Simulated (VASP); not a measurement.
Here is the system:

```
CELL_PARAMETERS angstrom
      2.58271     0.00000     0.00000
      0.00000     2.58271     0.00000
      0.00000     0.00000     2.58271
ATOMIC_POSITIONS crystal
  Al 0.00000 0.00000 0.00000
  N  0.50000 0.50000 0.50000
```

Level of theory: r2SCAN meta-GGA, VASP's PBE PAW potentials (set 64) (plane waves; VASP). Run with 520 eV cut-off, 13×13×13 Γ-centred mesh, first-order Methfessel-Paxton smearing of 0.10 eV, potentials Al N.

Question: What does the run give for the energy per atom (σ→0), band gap (on the k-mesh) with the smallest direct gap where there is one?

Answer: 
The band gap (on the k-mesh) is none (metal, semimetal or under 0.01 eV) and the energy per atom (σ→0) comes out as -7.700 eV/atom.

The structure was generated: AlN was put into the CsCl type (Pm-3m), which need not be its known phase. It was relaxed first, which changed the volume by +12 %. The start is the result of an earlier pass.
